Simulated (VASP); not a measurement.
Calculation: AM05 GGA, VASP's PBE PAW potentials (set 64) (plane waves; VASP).

Input for VASP

INCAR:
```
SYSTEM = ZnSe
PREC = Accurate
ENCUT = 520
EDIFF = 1E-7
NELM = 100
ALGO = Normal
LREAL = .FALSE.
LASPH = .TRUE.
ISMEAR = 0
SIGMA = 0.05
GGA = AM
LMAXMIX = 4
LWAVE = .FALSE.
LCHARG = .FALSE.
ISIF = 2
```

**KPOINTS**
```
kpoints
0
Gamma
  8 8 8
```

POSCAR:
```
ZnSe
1
    0.0000000000     2.7709637695     2.7709637695
    2.7709637695     0.0000000000     2.7709637695
    2.7709637695     2.7709637695     0.0000000000
Zn Se
1 1
Direct
  0.0000000000   0.0000000000   0.0000000000
  0.2500000000   0.2500000000   0.2500000000
```

POTCAR, in this order: Zn Se (PBE.64 set). Program: vasp_std.

Q: Estimate the energy per atom (σ→0), pressure, band gap (on the k-mesh).

A: 
- energy per atom (σ→0) = -3.139 eV/atom
- band gap (on the k-mesh) = 1.55 eV
- pressure = 4.38 GPa

### OSZICAR
```
...
DAV:   8    -0.627798425061E+01    0.80542E-03   -0.45906E-03   877   0.703E-01    0.510E-01
DAV:   9    -0.627816645303E+01   -0.18220E-03   -0.11725E-03   857   0.385E-01    0.702E-02
DAV:  10    -0.627829680718E+01   -0.13035E-03   -0.28955E-04   853   0.191E-01    0.262E-02
DAV:  11    -0.627830415145E+01   -0.73443E-05   -0.49244E-05   890   0.824E-02    0.785E-03
DAV:  12    -0.627830451408E+01   -0.36263E-06   -0.11433E-05   862   0.240E-02    0.359E-03
DAV:  13    -0.627830505980E+01   -0.54572E-06   -0.14587E-06   804   0.118E-02    0.155E-03
DAV:  14    -0.627830513003E+01   -0.70234E-07   -0.55075E-08   670   0.329E-03
   1 F= -.62783051E+01 E0= -.62783051E+01  d E =-.172275E-10
```

The compound is ZnSe in the zinc blende structure. This cell is one point of a volume scan, at 0.94 of the reference volume.
